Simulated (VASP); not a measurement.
```yaml
crystal:
  lattice:
    - [0.00000, 2.31540, 2.31540]
    - [2.31540, 0.00000, 2.31540]
    - [2.31540, 2.31540, 0.00000]
  atoms:
    - { symbol: B, position: [0.00000, 0.00000, 0.00000] }
    - { symbol: P, position: [0.25000, 0.25000, 0.25000] }
```

The base run (VASP): PBE GGA, plane waves, VASP's PBE PAW potentials (set 64). Run with 520 eV cut-off, 9×9×9 Γ-centred mesh, Gaussian smearing of 0.050 eV, potentials B P.

One setting is varied; ΔE counts from the base run. The base run took about 20 core-seconds. Times come from single runs on busy shared machines, so they are rough: good to a factor of about 2.

Pressures at a finite cut-off, here 520 eV, hold a Pulay part, which this task's highest cut-off puts under 0.2 GPa.

| setting | cost over the base run | electronic steps | ΔE (meV/atom) | pressure (GPa) |
|---|---|---|---|---|
| ISYM = 1 | within a factor of 2 | 12 | 0.0 | -8.05 |
| SYMPREC = 1E-3 | within a factor of 2 | 12 | 0.0 | -8.05 |
| base run | reference | 12 | 0.0 | -8.05 |
| ISYM = 0 | about 5 times | 12 | 0.0 | -8.05 |
| ISYM = -1 | about 9 times | 12 | 0.0 | -8.05 |

Left out are runs that failed, have no time on record or changed the cell.

The compound is BP in the zinc blende structure. The cell was not relaxed at this level.
